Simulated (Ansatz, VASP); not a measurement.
# CsAsF6 (CsAsF6 (R-3)): VASP beside Ansatz, part 2 of 2

One calculation is typed for both programs; each brings its own data sets and cutoff. How far apart do they land?  The structure shown is the end of the Ansatz relaxation below.

VASP 6.6.1 and Ansatz 0.2.0.

So far: Set-up; Ansatz: relaxation, PBEsol; VASP: single point, PBEsol.

## (3) VASP: single point, PBEsol (continued)

Level of this step: PBEsol; plane waves and PAW (Cs_sv, As, F) (VASP).

Numbers of over 12 decimals in the logs are rounded to 6 here.

OUTCAR, selected parts (step 3):

```text
ion  position               nearest neighbor table
   1  0.500  0.500  0.500-
   2  0.000  0.000  0.000-   3 1.75   7 1.75   6 1.75   4 1.75   5 1.75   8 1.75
   3  0.197  0.267  0.923-   2 1.75
   4  0.267  0.923  0.197-   2 1.75
   5  0.077  0.803  0.733-   2 1.75
   6  0.733  0.077  0.803-   2 1.75
   7  0.803  0.733  0.077-   2 1.75
   8  0.923  0.197  0.267-   2 1.75

  LATTYP: Found a trigonal (rhomboedric) cell.
 ALAT       =     5.2310469449
 COS(alpha) =    -0.1182979694

 Subroutine GETGRP returns: Found  6 space group operations
 (whereof  6 operations were pure point group operations)

The static configuration has the point symmetry S_6 .

 Found     40 irreducible k-points:

   k-points           NKPTS =     40   k-points in BZ     NKDIM =     40   number of bands    NBANDS=     36

   dimension x,y,z NGX =    40 NGY =   40 NGZ =   40
   dimension x,y,z NGXF=    80 NGYF=   80 NGZF=   80

   ENCUT  =  520.0 eV  38.22 Ry    6.18 a.u.   9.73  9.73  9.73*2*pi/ulx,y,z

   NELECT =      56.0000    total number of electrons

 k-points in reciprocal lattice and weights: Automatic mesh
   0.00000000  0.00000000  0.00000000       0.005
   0.16666667  0.00000000  0.00000000       0.028
   0.33333333 -0.00000000  0.00000000       0.028
   0.50000000 -0.00000000 -0.00000000       0.014
   0.16666667  0.16666667  0.00000000       0.028
   0.33333333  0.16666667 -0.00000000       0.028
  -0.33333333  0.00000000 -0.16666667       0.028
   0.50000000  0.16666667  0.00000000       0.028
   0.50000000 -0.00000000 -0.16666667       0.028
[...]
-0.33333333  0.50000000  0.33333333       0.028
   0.50000000  0.50000000  0.50000000       0.005

 average (electrostatic) potential at core
       1 -49.2204       2 -57.0472       3 -79.6485       4 -79.6485       5 -79.6485
       6 -79.6485       7 -79.6485       8 -79.6485

 E-fermi :  -3.1754

 k-point     1 :       0.0000    0.0000    0.0000
  band No.  band energies     occupation
    ...
     24      -3.8876      2.00000
     25      -3.8876      2.00000
     26      -3.4825      2.00000
     27      -3.4825      2.00000
     28      -3.2177      2.00000
     29       2.2767      0.00000
     30       6.3903      0.00000
     31       7.0815      0.00000
     32       7.0815      0.00000
     33       8.5164      0.00000
    ...

 k-point     2 :       0.1667    0.0000    0.0000
  band No.  band energies     occupation
    ...
     24      -3.9739      2.00000
     25      -3.8982      2.00000
     26      -3.4547      2.00000
     27      -3.4369      2.00000
     28      -3.2288      2.00000
     29       2.4364      0.00000
     30       6.4057      0.00000
     31       6.9589      0.00000
     32       7.1617      0.00000
     33       8.0898      0.00000
    ...

 k-point     3 :       0.3333   -0.0000    0.0000
  band No.  band energies     occupation
    ...
     24      -4.0396      2.00000
     25      -3.9084      2.00000
     26      -3.4109      2.00000
     27      -3.3655      2.00000
     28      -3.2528      2.00000
     29       2.7647      0.00000
     30       6.2818      0.00000
     31       6.7332      0.00000
     32       7.5170      0.00000
     33       7.8148      0.00000
    ...

  Total        0.7601953      0.7601953      0.8078622     -0.0000000     -0.0000000      0.0000000
  in kB        8.7083355      8.7083355      9.2543778     -0.0000002     -0.0000000      0.0000000
  external PRESSURE =       8.8903496 kB  Pullay stress =       0.0000000 kB

  energy-cutoff  :      520.00
  volume of cell :      139.86
      direct lattice vectors                 reciprocal lattice vectors
     3.911581540  2.258352655  2.638792392     0.127825534  0.073800107  0.126320409
    -3.911581540  2.258352655  2.638792392    -0.127825534  0.073800107  0.126320409
     0.000000000 -4.516705310  2.638792392     0.000000000 -0.147600213  0.126320409

 POSITION                                       TOTAL-FORCE (eV/Angst)
 -----------------------------------------------------------------------------------
      0.00000     -0.00000      3.95819         0.000000      0.000000     -0.000000
      0.00000      0.00000      0.00000        -0.000000      0.000000     -0.000000
     -0.27244     -3.11782      3.65987        -0.042963      0.229270      0.167797
     -2.56390      1.79485      3.65987         0.220035     -0.077428      0.167797
     -2.83634     -1.32297      4.25650         0.177072      0.151842     -0.167797
      2.56390     -1.79485      4.25650        -0.220035      0.077428     -0.167797
      0.27244      3.11782      4.25650         0.042963     -0.229270     -0.167797
      2.83634      1.32297      3.65987        -0.177072     -0.151842      0.167797
 -----------------------------------------------------------------------------------
    total drift:                               -0.000000      0.000000     -0.000000

  FREE ENERGIE OF THE ION-ELECTRON SYSTEM (eV)
  ---------------------------------------------------
  free  energy   TOTEN  =       -37.4872673628 eV

  energy  without entropy=      -37.4872673628  energy(sigma->0) =      -37.48726736

 total charge
# of ion       s       p       d       tot
------------------------------------------
    1        1.841   4.715   0.014   6.571
    2        1.008   1.273   0.473   2.753
    3        1.746   4.346   0.000   6.092
    4        1.746   4.346   0.000   6.092
    5        1.746   4.346   0.000   6.092
    6        1.746   4.346   0.000   6.092
    7        1.746   4.346   0.000   6.092
    8        1.746   4.346   0.000   6.092
--------------------------------------------------
tot         13.327  32.061   0.487  45.875

[... 3 further parts left out ...]
```

The run ends at a pressure of 0.89 GPa, with forces up to 0.29 eV/Å.

## (4) Differences

Known differences besides the PAW data sets themselves: fixed occupations in Ansatz, narrow Gaussian smearing in VASP; the data sets hold 66 valence electrons in Ansatz (default PAW (the set named soft_2) files) and 56 in VASP; the cutoff is 420 eV in Ansatz and 520 eV in VASP; Ansatz makes its cores anew for this functional, VASP keeps those of its PBE data sets; VASP leaves aspherical gradient terms in its spheres out (LASPH is not set), Ansatz keeps them; Ansatz's pressure holds a Pulay correction, VASP's none. Total energies have different zeros and are not compared.

Both answers:

| quantity | Ansatz | VASP | difference |
| --- | --- | --- | --- |
| pressure (GPa) | 0.04 | 0.89 | -0.85 |
| gap on the k mesh (eV) | 5.562 | 5.494 | +0.068 |

Forces (eV/Å; atoms numbered as in POSCAR):

| atom | Ansatz x, y, z | VASP x, y, z |
| --- | --- | --- |
| Cs1 | 0.000, 0.000, 0.000 | 0.000, 0.000, 0.000 |
| As2 | 0.000, 0.000, 0.000 | 0.000, 0.000, 0.000 |
| F3 | 0.001, -0.002, -0.001 | -0.043, 0.229, 0.168 |
| F4 | -0.002, 0.000, -0.001 | 0.220, -0.077, 0.168 |
| F5 | -0.001, -0.001, 0.001 | 0.177, 0.152, -0.168 |
| F6 | 0.002, 0.000, 0.001 | -0.220, 0.077, -0.168 |
| F7 | -0.001, 0.002, 0.001 | 0.043, -0.229, -0.168 |
| F8 | 0.001, 0.001, -0.001 | -0.177, -0.152, 0.168 |

The forces differ by 145 meV/Å r.m.s., which is 100.7 % of the r.m.s. force of 0.14 eV/Å (both taken over all components).

## (5) Further runs

The difference is large enough to ask for its cause, so further runs change the set-up of one program at a time, as the table lists.

| run | r.m.s. force difference (meV/Å) |
| --- | --- |
| as above | 145 |
| VASP with the data sets Cs_sv_GW, As_GW and F_GW and a cutoff of 790 eV | 100 |
| VASP with the data sets Cs_sv, As and F_h and a cutoff of 1240 eV | 88 |

## (6) Outcome

| Item | Value |
| --- | --- |
| r.m.s. force difference (single point, PBEsol) | 145 meV/Å |
| difference in pressure (single point, PBEsol) | -0.85 GPa |
| difference in gap on the k mesh (single point, PBEsol) | 0.068 eV |

**Reading.** The r.m.s. force difference is 145 meV/Å (single point, PBEsol), beyond the 12 meV/Å picked in this series as the mark of a large difference. For single point, PBEsol: VASP with the data sets Cs_sv, As and F_h and a cutoff of 1240 eV cuts the r.m.s. force difference from 145 to 88 meV/Å; whether that points to the cause isn't shown. Differences of this kind measure data sets and numerical settings, not the functional's error against experiment.

[Lines on the potential files, build, host, timing and source positions are cut from VASP's logs without a mark.]

[Logs are printed without paths, hosts, clocks, repeated set-up lines and the standing remarks that a program may print on its own settings, such as how far it seeks lower states.]

[Hosts, paths, dates, database ids (printed as entryN), source tags and the programs' standing remarks are cut or masked in the printed files.]
